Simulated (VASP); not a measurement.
The input files of a VASP run:

File POSCAR:
```
GaN
1
    0.0000000000     2.2864585758     2.2864585758
    2.2864585758     0.0000000000     2.2864585758
    2.2864585758     2.2864585758     0.0000000000
Ga N
1 1
Direct
  0.0000000000   0.0000000000   0.0000000000
  0.2500000000   0.2500000000   0.2500000000
```

**KPOINTS**
```
Automatic mesh
0
Gamma
11 11 11
0 0 0
```

INCAR:
```
NELM = 100
LWAVE = .FALSE.
ISIF = 2   ! forces and stress, cell fixed
ALGO = Normal   ! blocked Davidson
SYSTEM = GaN
ENCUT = 520
LORBIT = 11
NEDOS = 601
LREAL = .FALSE.   ! projection in real space or not
GGA = RE   ! revPBE
EDIFF = 1E-7
LMAXMIX = 4   ! l cut-off of mixed one-centre charges
ISMEAR = -5   ! tetrahedra, Bloechl
LCHARG = .TRUE.
PREC = Accurate
LASPH = .TRUE.   ! aspherical one-centre terms
```

POTCAR, in this order: Ga_d N (PBE.64 set). Program: vasp_std.

Write an equivalent input for Ansatz.

One equivalent input (not run):
Ansatz 0.2 input:
```yaml
crystal:
  lattice:
    - [0.0000000, 2.2864586, 2.2864586]
    - [2.2864586, 0.0000000, 2.2864586]
    - [2.2864586, 2.2864586, 0.0000000]
  atoms:
    - { symbol: Ga, position: [0.0000000, 0.0000000, 0.0000000] }
    - { symbol: N, position: [0.2500000, 0.2500000, 0.2500000] }
kpoints:
  mp_grid: { grid: [11, 11, 11] }
hamiltonian:
  xc: revpbe
  pseudopotentials: { kind: paw }
scf:
  occupations: { method: tetrahedron }
  max_iter: 100
output: { forces: true, stress: true, eigenvalues: true }
```
Limits of the translation: each code has its own PAW files, so the cut-off isn't converted (ENCUT is set for VASP's; basis.ecutwfc is left out, and Ansatz then takes the one that its files recommend); Ansatz stops its SCF on the density residual and VASP on the energy change (EDIFF).

The compound is GaN in the zinc blende structure, a metastable form; wurtzite is the usual one. It was relaxed first.
